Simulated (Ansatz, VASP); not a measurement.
One calculation of SnGe2P2, two programs

The input INCAR:

```
ALGO = Normal ; EDIFF = 1E-6
ENCUT = 520 ; GGA = PE
ISIF = 2 ; ISMEAR = 0
LASPH = T ; LCHARG = F
LREAL = F ; LWAVE = F
NBANDS = 34 ; NELM = 80
PREC = Accurate ; SIGMA = 0.1
```

KPOINTS

```
k-points
0
Gamma
  6 6 6
```

The input POSCAR:

```
SnGe2P2
1.0
   -2.0615174200      2.0615174200      5.3367834700
    2.0615174200     -2.0615174200      5.3367834700
    2.0615174200      2.0615174200     -5.3367834700
Sn Ge P
1 2 2
Direct
    0.0000000000      0.0000000000      0.0000000000
    0.3600714800      0.3600714800      0.0000000000
    0.6399285200      0.6399285200      0.0000000000
    0.7500000000      0.2500000000      0.5000000000
    0.2500000000      0.7500000000      0.5000000000
```

Input for Ansatz:

```yaml
crystal:
  lattice:
    - [-2.06151742, 2.06151742, 5.33678347]
    - [2.06151742, -2.06151742, 5.33678347]
    - [2.06151742, 2.06151742, -5.33678347]
  atoms:
    - { symbol: Sn, position: [0.0, 0.0, 0.0] }
    - { symbol: Ge, position: [0.36007148, 0.36007148, 0.0] }
    - { symbol: Ge, position: [0.63992852, 0.63992852, 0.0] }
    - { symbol: P, position: [0.75, 0.25, 0.5] }
    - { symbol: P, position: [0.25, 0.75, 0.5] }
basis:
  ecutwfc: 420
kpoints:
  mp_grid: { grid: [6, 6, 6] }
hamiltonian:
  xc: pbe
scf:
  occupations: { method: gaussian, width: 0.1 }
  lower_state_search: "off"
output:
  forces: true
  stress: true
  eigenvalues: true
```

Change from the starting cell: species swapped into the EuCo2As2 type (I4/mmm, No. 139).

Alike in both runs: task single point; functional PBE; k mesh 6 × 6 × 6; occupations gaussian, width 0.1 eV; no spin polarisation.

```csv
,VASP,Ansatz
version,VASP 6.6.1,Ansatz 0.2.0
potentials or method,"VASP PAW PBE potentials, release 64 (Sn_d, Ge_d, P)","scalar-relativistic, plane waves, PAW"
plane-wave cutoff (eV),520,420
valence electrons in the cell,52,52
```

```csv
,VASP,Ansatz,Ansatz less VASP
gap on the k mesh at the Fermi level (eV),none,none,-
pressure (GPa),15.2,15.2,+0.07
largest component of the traceless stress (GPa),6.64,6.65,+0.011
rms of the force components (eV/Å),0.503,0.507,+0.0042
```

Atom by atom the forces differ by 0.004 eV/Å (rms over components). A gap of «none» marks a metal or a gap that the smearing closes. With one functional, cell and mesh, what is left measures potentials, basis and numerics.

Caveats: so large a pressure means that the cell lies far from this level's equilibrium, or that cutoff or potentials fall short (VASP); forces of over 1 eV/Å show positions far from the minimum, so gaps and moduli don't describe the material at rest.
